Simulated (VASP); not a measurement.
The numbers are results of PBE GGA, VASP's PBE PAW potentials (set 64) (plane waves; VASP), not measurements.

A VASP calculation is set up with these files.

### INCAR
```
# general
SYSTEM  = Sr3Ru
PREC    = Accurate
ENCUT   = 300
LREAL   = .False.
LASPH   = .True.

# electronic loop
EDIFF   = 1E-6
NELM    = 100
ALGO    = Normal
LMAXMIX = 4

# smearing
ISMEAR  = -1
SIGMA   = 0.05

# functional
GGA     = PE

# ions
ISIF    = 2

# output
LWAVE   = .False.
LCHARG  = .False.
```

POSCAR:
```
Sr3Ru
1
   -2.6138860000     2.6138860000     5.8222830000
    2.6138860000    -2.6138860000     5.8222830000
    2.6138860000     2.6138860000    -5.8222830000
Sr Ru
3 1
Direct
  0.5000000000   0.5000000000   0.0000000000
  0.7500000000   0.2500000000   0.5000000000
  0.2500000000   0.7500000000   0.5000000000
  0.0000000000   0.0000000000   0.0000000000
```

**KPOINTS**
```
Automatic mesh
0
Gamma
4 4 4
0 0 0
```

POTCAR, in this order: Sr_sv Ru_pv (PBE.64 set). Program: vasp_std.

At this cut-off the stress carries a Pulay error, which pulls relaxed volumes low.

Problem. What does the run give for the energy per atom (σ→0), pressure, band gap (on the k-mesh)?

Solution. 
| Property | Result |
|---|---|
| energy per atom (σ→0) | -2.843 eV/atom |
| band gap (on the k-mesh) | none (metal, semimetal or under 0.01 eV) |
| pressure | -34.1 kbar |

**OSZICAR**
```
...
DAV:   8    -0.113885369622E+02    0.35134E+00   -0.26987E+00   882   0.533E+00    0.457E+00
DAV:   9    -0.113964599200E+02   -0.79230E-02   -0.52178E-02  1062   0.811E-01    0.263E+00
DAV:  10    -0.113927540091E+02    0.37059E-02   -0.12610E-02   886   0.362E-01    0.858E-01
DAV:  11    -0.113922383925E+02    0.51562E-03   -0.22474E-03   990   0.210E-01    0.342E-01
DAV:  12    -0.113922218767E+02    0.16516E-04   -0.18206E-04  1024   0.752E-02    0.931E-02
DAV:  13    -0.113922205027E+02    0.13740E-05   -0.26889E-05  1094   0.261E-02    0.197E-02
DAV:  14    -0.113922203731E+02    0.12959E-06   -0.28930E-06   746   0.928E-03
   1 F= -.11392220E+02 E0= -.11373910E+02  d E =-.366210E-01
```

The structure was generated: Sr3Ru was put into an ordered model structure, which need not be its known phase. The cell was not relaxed at this level. The k-mesh is coarse (spacing up to 0.42 per Å, 2π included), so the numbers may not be converged in it.
